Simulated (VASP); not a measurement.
An input for Quantum ESPRESSO's pw.x (written as the equivalent of a VASP run, and not itself run):

```
&CONTROL
  calculation = 'vc-relax'
  pseudo_dir = './pseudo'
  outdir = './out'
  tprnfor = .true.
  tstress = .true.
  nstep = 60
  forc_conv_thr = 0.00078
/
&SYSTEM
  ibrav = 0
  nat = 5
  ntyp = 3
  ecutwfc = 84
  occupations = 'smearing'
  smearing = 'gaussian'
  degauss = 0.003675
  input_dft = 'revpbe'
/
&ELECTRONS
  conv_thr = 7.3e-08
  electron_maxstep = 100
/
&IONS
/
&CELL
/
ATOMIC_SPECIES
  K 39.098 K.upf
  Ta 180.948 Ta.upf
  O 15.999 O.upf
CELL_PARAMETERS angstrom
     4.0516496   -0.0000000    0.0000000
     0.0000000    4.0516496   -0.0000000
     0.0000000    0.0000000    4.0516496
ATOMIC_POSITIONS crystal
  K    0.0000000  0.0000000  0.0000000
  Ta   0.5000000  0.5000000  0.5000000
  O    0.5000000  0.0000000  0.5000000
  O    0.0000000  0.5000000  0.5000000
  O    0.5000000  0.5000000  0.0000000
K_POINTS automatic
  5 5 5 0 0 0
```

Task: Write the VASP files for the same calculation (revPBE).

Result: One answer among several that fit: 
### INCAR
```
ALGO=Normal
EDIFF=1E-6
EDIFFG=-0.02
ENCUT=520
GGA=RE
IBRION=2
ISIF=3
ISMEAR=0
LASPH=.TRUE.
LCHARG=.FALSE.
LMAXMIX=6
LREAL=.FALSE.
LWAVE=.FALSE.
NELM=100
NSW=60
PREC=Accurate
SIGMA=0.05
SYSTEM=KTaO3
```

File KPOINTS:
```
Automatic
0
Gamma
  5 5 5
0 0 0
```

### POSCAR
```
KTaO3
1.0
  4.0516495885   0.0000000000   0.0000000000
  0.0000000000   4.0516495885   0.0000000000
  0.0000000000   0.0000000000   4.0516495885
K Ta O
1 1 3
Cartesian
  0.0000000000   0.0000000000   0.0000000000
  2.0258247943   2.0258247943   2.0258247943
  2.0258247943   0.0000000000   2.0258247943
  0.0000000000   2.0258247943   2.0258247943
  2.0258247943   2.0258247943   0.0000000000
```

POTCAR, in this order: K_sv Ta_pv O (PBE.64 set). Program: vasp_std.

Limits of the translation: the potentials are each code's own (VASP's PAW set, PseudoDojo norm-conserving files in pw.x), so ENCUT and ecutwfc are chosen apart and not converted; conv_thr bounds pw.x's estimated SCF error, while EDIFF bounds the energy change between steps; forc_conv_thr acts on force components and is met together with etot_conv_thr.

The compound is KTaO3 in the cubic perovskite structure. It was relaxed first. The start is the result of an earlier pass.
